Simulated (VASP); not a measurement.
Computed with PBEsol GGA, VASP's PBE PAW potentials (set 64) (plane waves; VASP).

VASP ran on this input.

File POSCAR:
```
Sb2Se3
1.0
  4.0117812781  -0.0000000665   0.0000000000
 -2.0058902548   3.4743041606   0.0000000000
  0.0000000000   0.0000000000   9.7543172853
Sb Se
2 3
Direct
  0.3333330000   0.6666670000   0.1890730213
  0.6666670000   0.3333330000   0.8109269787
  0.0000000000   0.0000000000   0.0000000000
  0.3333330000   0.6666670000   0.6530228069
  0.6666670000   0.3333330000   0.3469771931
```

INCAR:
```
SYSTEM = Sb2Se3
PREC = Accurate
ENCUT = 400
EDIFF = 1E-6
NELM = 100
ALGO = Normal
LREAL = .FALSE.
LASPH = .TRUE.
ISMEAR = 1
SIGMA = 0.1
GGA = PS
LMAXMIX = 4
LWAVE = .FALSE.
LCHARG = .FALSE.
IBRION = 2
ISIF = 3
NSW = 60
EDIFFG = -0.02
```

KPOINTS:
```
Regular mesh
0
gamma
  8 8 3
```

POTCAR, in this order: Sb Se (PBE.64 set). Program: vasp_std.

Output

OUTCAR:
```
 ion  position               nearest neighbor table
   1  0.333  0.667  0.189-   5 2.78   5 2.78   5 2.78   3 2.96   3 2.96   3 2.96
   2  0.667  0.333  0.811-   4 2.78   4 2.78   4 2.78   3 2.96   3 2.96   3 2.96
   3  0.000  0.000  0.000-   1 2.96   2 2.96   1 2.96   2 2.96   2 2.96   1 2.96
   4  0.333  0.667  0.653-   2 2.78   2 2.78   2 2.78
   5  0.667  0.333  0.347-   1 2.78   1 2.78   1 2.78
  LATTYP: Found a hexagonal cell.
 ALAT       =     4.0117812781
 C/A-ratio  =     2.4314180184
 Subroutine PRICEL returns:
 Original cell was already a primitive cell.
 Subroutine GETGRP returns: Found 12 space group operations
The static configuration has the point symmetry D_3d.
The dynamic configuration has the point symmetry D_3d.
 Subroutine INISYM returns: Found 12 space group operations
 Subroutine IBZKPT returns following result:
 Found     25 irreducible k-points:

 Following reciprocal coordinates:
            Coordinates               Weight
  0.000000  0.000000  0.000000      1.000000
  0.125000  0.000000  0.000000      6.000000
  0.250000  0.000000  0.000000      6.000000
  0.375000  0.000000  0.000000      6.000000
  0.500000  0.000000  0.000000      3.000000
  0.125000  0.125000  0.000000      6.000000
  0.250000  0.125000  0.000000     12.000000
  0.375000  0.125000  0.000000     12.000000
  0.250000  0.250000  0.000000      6.000000
  0.375000  0.250000  0.000000      6.000000
  0.000000  0.000000  0.333333      2.000000
  0.125000  0.000000  0.333333      6.000000
 -0.000000  0.125000  0.333333      6.000000
  0.250000  0.000000  0.333333      6.000000
 -0.000000  0.250000  0.333333      6.000000
  0.375000  0.000000  0.333333      6.000000
 -0.000000  0.375000  0.333333      6.000000
  0.500000  0.000000  0.333333      6.000000
  0.125000  0.125000  0.333333     12.000000
  0.250000  0.125000  0.333333     12.000000
...
```

OSZICAR:
```
       N       E                     dE             d eps       ncg     rms          rms(c)
DAV:   1     0.130160643895E+03    0.13016E+03   -0.92792E+03   900   0.104E+03
DAV:   2    -0.106334535467E+02   -0.14079E+03   -0.13854E+03  1178   0.189E+02
DAV:   3    -0.221167687321E+02   -0.11483E+02   -0.11094E+02  1066   0.581E+01
DAV:   4    -0.224244361503E+02   -0.30767E+00   -0.30586E+00  1312   0.895E+00
DAV:   5    -0.224281048788E+02   -0.36687E-02   -0.36648E-02  1124   0.102E+00    0.589E+00
DAV:   6    -0.219595298503E+02    0.46858E+00   -0.16147E+00  1026   0.527E+00    0.396E+00
DAV:   7    -0.219471093301E+02    0.12421E-01   -0.25672E-01  1084   0.275E+00    0.148E+00
DAV:   8    -0.219483294875E+02   -0.12202E-02   -0.33517E-02  1162   0.992E-01    0.452E-01
DAV:   9    -0.219474083714E+02    0.92112E-03   -0.83683E-03  1408   0.531E-01    0.126E-01
DAV:  10    -0.219473822993E+02    0.26072E-04   -0.21419E-03  1240   0.269E-01    0.689E-02
DAV:  11    -0.219473825416E+02   -0.24228E-06   -0.25962E-04  1052   0.982E-02    0.266E-02
DAV:  12    -0.219473890466E+02   -0.65051E-05   -0.37569E-05  1200   0.332E-02    0.864E-03
DAV:  13    -0.219473883590E+02    0.68763E-06   -0.81013E-06  1222   0.165E-02
   1 F= -.21947388E+02 E0= -.21947306E+02  d E =-.219474E+02
       N       E                     dE             d eps       ncg     rms          rms(c)
DAV:   1    -0.219537524984E+02   -0.63635E-02   -0.19383E-01   916   0.243E+00    0.404E-01
DAV:   2    -0.219501972700E+02    0.35552E-02   -0.11686E-02  1068   0.583E-01    0.166E-01
DAV:   3    -0.219489733751E+02    0.12239E-02   -0.27413E-03  1042   0.259E-01    0.479E-02
DAV:   4    -0.219488673746E+02    0.10600E-03   -0.20066E-04  1168   0.810E-02    0.299E-02
DAV:   5    -0.219488529753E+02    0.14399E-04   -0.71180E-05  1204   0.436E-02    0.142E-02
DAV:   6    -0.219488521346E+02    0.84065E-06   -0.12643E-05  1232   0.214E-02    0.774E-03
DAV:   7    -0.219488522467E+02   -0.11205E-06   -0.30980E-06   846   0.924E-03
   2 F= -.21948852E+02 E0= -.21948761E+02  d E =-.146389E-02
       N       E                     dE             d eps       ncg     rms          rms(c)
DAV:   1    -0.219496605689E+02   -0.80843E-03   -0.18538E-02   906   0.754E-01    0.126E-01
DAV:   2    -0.219493284037E+02    0.33217E-03   -0.11085E-03  1062   0.179E-01    0.511E-02
DAV:   3    -0.219492170733E+02    0.11133E-03   -0.25354E-04  1032   0.788E-02    0.151E-02
DAV:   4    -0.219492080453E+02    0.90280E-05   -0.19215E-05  1166   0.249E-02    0.945E-03
DAV:   5    -0.219492074785E+02    0.56678E-06   -0.66743E-06  1122   0.135E-02
   3 F= -.21949207E+02 E0= -.21949118E+02  d E =-.181912E-02
       N       E                     dE             d eps       ncg     rms          rms(c)
DAV:   1    -0.219503409857E+02   -0.11329E-02   -0.32562E-02   902   0.954E-01    0.108E-01
DAV:   2    -0.219499480329E+02    0.39295E-03   -0.18757E-03  1078   0.222E-01    0.508E-02
DAV:   3    -0.219498786819E+02    0.69351E-04   -0.30731E-04  1142   0.100E-01    0.260E-02
DAV:   4    -0.219498607283E+02    0.17954E-04   -0.63434E-05  1146   0.412E-02    0.121E-02
DAV:   5    -0.219498589830E+02    0.17453E-05   -0.92348E-06  1166   0.181E-02    0.642E-03
DAV:   6    -0.219498590400E+02   -0.56918E-07   -0.26684E-06   674   0.897E-03
   4 F= -.21949859E+02 E0= -.21949766E+02  d E =-.651561E-03
       N       E                     dE             d eps       ncg     rms          rms(c)
DAV:   1    -0.219507985157E+02   -0.93953E-03   -0.45233E-02   902   0.112E+00    0.128E-01
DAV:   2    -0.219502551478E+02    0.54337E-03   -0.26086E-03  1076   0.262E-01    0.601E-02
DAV:   3    -0.219501585922E+02    0.96556E-04   -0.42724E-04  1124   0.119E-01    0.307E-02
DAV:   4    -0.219501334194E+02    0.25173E-04   -0.90433E-05  1154   0.491E-02    0.141E-02
DAV:   5    -0.219501309908E+02    0.24287E-05   -0.13281E-05  1210   0.216E-02    0.757E-03
DAV:   6    -0.219501310824E+02   -0.91602E-07   -0.38626E-06   896   0.106E-02
   5 F= -.21950131E+02 E0= -.21950036E+02  d E =-.923604E-03
       N       E                     dE             d eps       ncg     rms          rms(c)
DAV:   1    -0.219502222158E+02   -0.91225E-04   -0.22318E-03   900   0.278E-01    0.159E-02
DAV:   2    -0.219502262457E+02   -0.40299E-05   -0.21517E-04  1170   0.761E-02    0.121E-02
DAV:   3    -0.219502265062E+02   -0.26049E-06   -0.23196E-05   992   0.285E-02    0.681E-03
DAV:   4    -0.219502260884E+02    0.41782E-06   -0.27808E-06   748   0.811E-03
   6 F= -.21950226E+02 E0= -.21950131E+02  d E =-.950061E-04
```

**OUTCAR**
```
------------------------ aborting loop because EDIFF is reached ----------------------------------------
  FORCE on cell =-STRESS in cart. coord.  units (eV):
  Direction    XX          YY          ZZ          XY          YZ          ZX
  --------------------------------------------------------------------------------------
  Total        0.0169172      0.0169172     -0.0154987      0.0000000     -0.0000000     -0.0000000
  in kB        0.1988715      0.1988714     -0.1821959      0.0000000     -0.0000000     -0.0000000
  external PRESSURE =       0.0718490 kB  Pullay stress =       0.0000000 kB
  volume of cell :      136.29
      direct lattice vectors                 reciprocal lattice vectors
     4.002647335 -0.000000067 -0.000000000     0.249834653  0.144242091  0.000000000
    -2.001323285  3.466393937  0.000000000     0.000000005  0.288484237  0.000000000
    -0.000000000 -0.000000000  9.822932465     0.000000000  0.000000000  0.101802593
 POSITION                                       TOTAL-FORCE (eV/Angst)
 -----------------------------------------------------------------------------------
     -0.00000      2.31093      1.85860        -0.000000     -0.000000      0.016297
      2.00133      1.15546      7.96433         0.000000      0.000000     -0.016297
     -0.00000     -0.00000      9.82293        -0.000000      0.000000     -0.000000
     -0.00000      2.31093      6.40471         0.000000      0.000000     -0.012670
      2.00133      1.15546      3.41823        -0.000000     -0.000000      0.012670
 -----------------------------------------------------------------------------------
    total drift:                                0.000000     -0.000000      0.000000
  FREE ENERGIE OF THE ION-ELECTRON SYSTEM (eV)
  ---------------------------------------------------
  free  energy   TOTEN  =       -21.9502260884 eV

  energy  without entropy=      -21.9499410881  energy(sigma->0) =      -21.95013109

 reached required accuracy - stopping structural energy minimisation
```
(Selected blocks of OUTCAR.)

CONTCAR:
```
Sb2Se3
   1.00000000000000
     4.0026473349077856   -0.0000000672124798   -0.0000000000000000
    -2.0013232848268929    3.4663939366791094    0.0000000000000000
    -0.0000000000000000   -0.0000000000000000    9.8229324650283321
  Sb              Se
     2     3
Direct
     0.3333330000000032    0.6666669999999968    0.1892105260826387
     0.6666669999999968    0.3333330000000032    0.8107894739173612
     0.0000000000000000    0.0000000000000000    1.0000000000000000
     0.3333330000000032    0.6666669999999968    0.6520157941001784
     0.6666669999999968    0.3333330000000032    0.3479842058998216
```

The structure was generated: Sb2Se3 was put into the A-La2O3 type (P-3m1), which need not be its known phase. This run relaxes it. Symmetry was kept, so distortions that lower it aren't found. The start is the result of an earlier pass.
